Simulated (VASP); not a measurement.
An input for Ansatz (written as the equivalent of a VASP run, and not itself run):

Ansatz 0.2 input:
```yaml
crystal:
  lattice:
    - [0.0000000, 3.0091579, 3.0091579]
    - [3.0091579, 0.0000000, 3.0091579]
    - [3.0091579, 3.0091579, 0.0000000]
  atoms:
    - { symbol: La, position: [0.0000000, 0.0000000, 0.0000000] }
    - { symbol: Se, position: [0.5000000, 0.5000000, 0.5000000] }
kpoints:
  mp_grid: { grid: [12, 12, 12] }
hamiltonian:
  xc: pbesol
  pseudopotentials: { kind: paw }
scf:
  occupations: { method: tetrahedron }
  max_iter: 100
output: { forces: true, stress: true, eigenvalues: true }
```

Q: Write the VASP files for the same calculation (PBEsol).

A: Several could match; the one computed here: 
**POSCAR**
```
LaSe
1
   -0.0000000000     3.0091579080     3.0091579080
    3.0091579080     0.0000000000     3.0091579080
    3.0091579080     3.0091579080     0.0000000000
La Se
1 1
Direct
  0.0000000000   0.0000000000   0.0000000000
  0.5000000000   0.5000000000   0.5000000000
```

### KPOINTS
```
Automatic mesh
0
Gamma
12 12 12
0 0 0
```

INCAR:
```
ALGO = Normal
EDIFF = 1E-7
ENCUT = 400
GGA = PS
ISIF = 2
ISMEAR = -5
LASPH = .TRUE.
LCHARG = .TRUE.
LMAXMIX = 6
LORBIT = 11
LREAL = .FALSE.
LWAVE = .FALSE.
NEDOS = 601
NELM = 100
PREC = Accurate
SYSTEM = LaSe
```

POTCAR, in this order: La Se (PBE.64 set). Program: vasp_std.

The two are equivalent in intent, not identical: each code has its own PAW files, so the cut-off isn't converted (ENCUT is set for VASP's; basis.ecutwfc is left out, and Ansatz then takes the one that its files recommend); Ansatz stops its SCF on the density residual and VASP on the energy change (EDIFF).

The structure was generated: LaSe was put into the rock salt type (Fm-3m), which need not be its known phase. It was relaxed first, which changed the volume by -38 %.
